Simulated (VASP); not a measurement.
# SrIr2: structure and properties in VASP, part 2 of 2

Aim: relax SrIr2 with rev-vdW-DF2, compute its properties on that cell and hold them against experiment. The start is a cell from a database of measured crystal structures.

VASP 6.6.1; rev-vdW-DF2; plane waves and PAW (Sr_sv, Ir).

Still holding for the runs below: The k-mesh is coarse for a metal.

So far. Step 8 (Volume scan with rev-vdW-DF2 (run 2)): The run ends at a pressure of 7.15 GPa.

The database entry behind the starting cell differs from later determinations by our own check (an axis about 1.2 % short against later determinations), so it need not match the best structure at ambient conditions.

## (9) Volume scan with rev-vdW-DF2 (run 3)

Input file INCAR:

```
SYSTEM = SrIr2
PREC = Accurate
ENCUT = 400
EDIFF = 1E-06
NELM = 100
ISMEAR = 1
SIGMA = 0.2
LREAL = .FALSE.
ALGO = Normal
GGA = MK
AGGAC = 0
LUSE_VDW = .TRUE.
PARAM1 = 0.1234
PARAM2 = 0.711357
ZAB_VDW = -1.8867
LASPH = .TRUE.
NBANDS = 34
LORBIT = 11
LWAVE = .FALSE.
LCHARG = .FALSE.
KPAR = 4
ISIF = 2
```

Input file POSCAR:

```
SrIr2
1.0
    0.0000000000      3.8275539657      3.8275539657
    3.8275539657      0.0000000000      3.8275539657
    3.8275539657      3.8275539657      0.0000000000
Sr Ir
2 4
Direct
    0.0000000000      0.0000000000      0.0000000000
    0.2500000000      0.2500000000      0.2500000000
    0.6250000000      0.6250000000      0.6250000000
    0.1250000000      0.6250000000      0.6250000000
    0.6250000000      0.6250000000      0.1250000000
    0.6250000000      0.1250000000      0.6250000000
```

Input file KPOINTS:

```
Automatic mesh
0
Gamma
5 5 5
0 0 0
```

PAW data sets: Sr_sv and Ir (PBE family, release 64).

Launch:

```console
> mpirun -np 4 vasp_std
```

Run time: 68 s. Hardware: 4 MPI ranks of Intel Xeon 6975P-C (Granite Rapids), shared host; peak memory 1.9 GiB; 4.5 min of CPU time.

The pressure falls from 7.15 to 3.37 GPa.

The run ends at a pressure of 3.37 GPa.

## (10) Volume scan with rev-vdW-DF2 (run 4)

INCAR is that of step 9.

Changes to POSCAR since step 9:

```diff
@@ -2,5 +2,5 @@
 1.0
-    0.0000000000      3.8275539657      3.8275539657
-    3.8275539657      0.0000000000      3.8275539657
-    3.8275539657      3.8275539657      0.0000000000
+    0.0000000000      3.8534166013      3.8534166013
+    3.8534166013      0.0000000000      3.8534166013
+    3.8534166013      3.8534166013      0.0000000000
 Sr Ir
```

KPOINTS is that of step 9.

Launch:

```console
> mpirun -np 4 vasp_std
```

Run time: 48 s. Hardware: 4 MPI ranks; peak memory 1.9 GiB.

The pressure falls from 3.37 to 0.00 GPa.

The run ends at a pressure of 0.00 GPa.

## (11) Volume scan with rev-vdW-DF2 (run 5)

INCAR is that of step 10.

Changes to POSCAR since step 10:

```diff
@@ -2,5 +2,5 @@
 1.0
-    0.0000000000      3.8534166013      3.8534166013
-    3.8534166013      0.0000000000      3.8534166013
-    3.8534166013      3.8534166013      0.0000000000
+    0.0000000000      3.8789366603      3.8789366603
+    3.8789366603      0.0000000000      3.8789366603
+    3.8789366603      3.8789366603      0.0000000000
 Sr Ir
```

KPOINTS is that of step 10.

Launch:

```console
> mpirun -np 4 vasp_std
```

Elapsed: 50 s, on 4 MPI ranks; peak memory 1.9 GiB; 3.3 min of CPU time.

The pressure falls from 0.00 to -2.98 GPa.

The run ends at a pressure of -2.98 GPa.

## (12) Volume scan with rev-vdW-DF2 (run 6)

INCAR is that of step 11.

Changes to POSCAR since step 11:

```diff
@@ -2,5 +2,5 @@
 1.0
-    0.0000000000      3.8789366603      3.8789366603
-    3.8789366603      0.0000000000      3.8789366603
-    3.8789366603      3.8789366603      0.0000000000
+    0.0000000000      3.9041252664      3.9041252664
+    3.9041252664      0.0000000000      3.9041252664
+    3.9041252664      3.9041252664      0.0000000000
 Sr Ir
```

KPOINTS is that of step 11.

Launch:

```console
> mpirun -np 4 vasp_std
```

The job ended after 61 s (4 MPI ranks; peak memory 1.9 GiB).

The pressure falls from -2.98 to -5.64 GPa.

The run ends at a pressure of -5.64 GPa.

## (13) Volume scan with rev-vdW-DF2 (run 7)

A prediction first. A parabola through the 6 pressures of evenly scaled cells so far, P = 0.00 -159.1 t +400 t² GPa with t = ln(V/V₁) and V₁ the volume at scale 1, gives -7.92 GPa at t = +0.0583.

INCAR is that of step 12.

Changes to POSCAR since step 12:

```diff
@@ -2,5 +2,5 @@
 1.0
-    0.0000000000      3.9041252664      3.9041252664
-    3.9041252664      0.0000000000      3.9041252664
-    3.9041252664      3.9041252664      0.0000000000
+    0.0000000000      3.9289929768      3.9289929768
+    3.9289929768      0.0000000000      3.9289929768
+    3.9289929768      3.9289929768      0.0000000000
 Sr Ir
```

KPOINTS is that of step 12.

Launch:

```console
> mpirun -np 4 vasp_std
```

Run time: 55 s. Hardware: 4 MPI ranks; peak memory 1.9 GiB.

The pressure falls from -5.64 to -8.00 GPa. The parabola predicted -7.92 GPa, +0.08 GPa off.

## (14) Comparing the runs

Times are for 4 MPI ranks of Intel Xeon 6975P-C (Granite Rapids), shared host. Results by setting:

```
no.  volume scale  energy above the lowest point (meV/atom)  pressure (GPa)  time  memory (GiB)
  1          0.94                                     38.59           11.38  61 s           1.9
  2          0.96                                     16.55           7.147  66 s           1.9
  3          0.98                                      4.02           3.370  68 s           1.9
  4             1                                         0        0.004907  48 s           1.9
  5          1.02                                      3.54          -2.983  50 s           1.9
  6          1.04                                     13.81          -5.637  61 s           1.9
  7          1.06                                     30.03          -7.997  55 s           1.9
```

## (15) Fit for rev-vdW-DF2

This step: Birch-Murnaghan fit, rev-vdW-DF2; plane waves and PAW (VASP 6.6.1).

Derived from the runs above.

This step gave:

```
pressure derivative of the bulk modulus : 4.843
r.m.s. error of the fit                 : 5.48e-6 eV/atom
minimum inside the sampled range        : yes
bulk modulus                            : 158.3 GPa
equilibrium volume of the fit           : 19.08 Å³/atom
```

Energy above the fitted minimum against volume:

```
volume (Å³/atom)  energy above the fitted minimum (eV/atom)
          17.928                                     0.0386
          18.310                                     0.0165
          18.691                                    0.00402
          19.073                                    -6.8e-6
          19.454                                    0.00354
          19.836                                     0.0138
          20.217                                     0.0300
```

The fitted volume lies +0.03 % from the relaxed one.

## (16) What came out

```yaml
relaxed_volume: 19.07 Å³/atom
relaxed_conventional_cell_a_b_c: 7.707, 7.707, 7.707 Å
space_group_after_relaxing_within_0p02_a: Fd-3m (No. 227)
band_gap: none, a metal
dos_at_the_fermi_level: 9.42 states/eV/cell
highest_zone_centre_mode: 193 cm⁻¹
bulk_modulus_from_the_fit: 158 GPa
volume_from_the_fit: 19.1 Å³/atom
```

With rev-vdW-DF2, SrIr2 relaxes to 19.07 Å³/atom in space group Fd-3m (held by the symmetry of the run), comes out as a metal and has a bulk modulus of 158 GPa. Against the listed cell the volume lies +0.3 %. Bands along the symmetry lines (rev-vdW-DF2): Of the bands kept, 4 cross the Fermi level on this path. Zone-centre phonons (rev-vdW-DF2): The highest mode in this list at Γ, 192.5 cm⁻¹, is mostly motion of Ir (100 % of the kinetic energy). Spin-orbit coupling is left out, and with elements this heavy it would split and shift bands near the Fermi level. The k-sampling is coarse for a metal, so the Fermi level, pressures and the shape of the cell carry errors. Modes at Γ alone can't show that the crystal is stable at other wave vectors. No search among competing phases was made, and a listed structure need not be the one stable at ambient conditions. All values are for a static lattice at zero temperature.

Comparison with the measured values:

| quantity | measured | Birch-Murnaghan fit, rev-vdW-DF2 |
| --- | --- | --- |
| bulk modulus (GPa) | 148.7 | 158 (+6.4 %) |

Measured values from arxiv:2108.03692 (2021).

How well it matches: The bulk modulus is off by +6.4 %: fair agreement. The grades are ours: good and fair within 5 and 12 % for the bulk modulus. Zero-point motion and thermal expansion are not in the computed bulk modulus.

[Lines on the potential files, build, host, timing and source positions are cut from VASP's logs without a mark.]

[Logs are printed without paths, hosts, clocks, repeated set-up lines and the standing remarks that a program may print on its own settings, such as how far it seeks lower states.]

[Hosts, paths, dates, database ids (printed as entryN), source tags and the programs' standing remarks are cut or masked in the printed files.]

[A measured line is paired with the nearest computed mode of its activity, which favours agreement.]

[In band tables of VASP the shares of atoms and orbitals are scaled to a sum of 1 inside the atoms' spheres.]
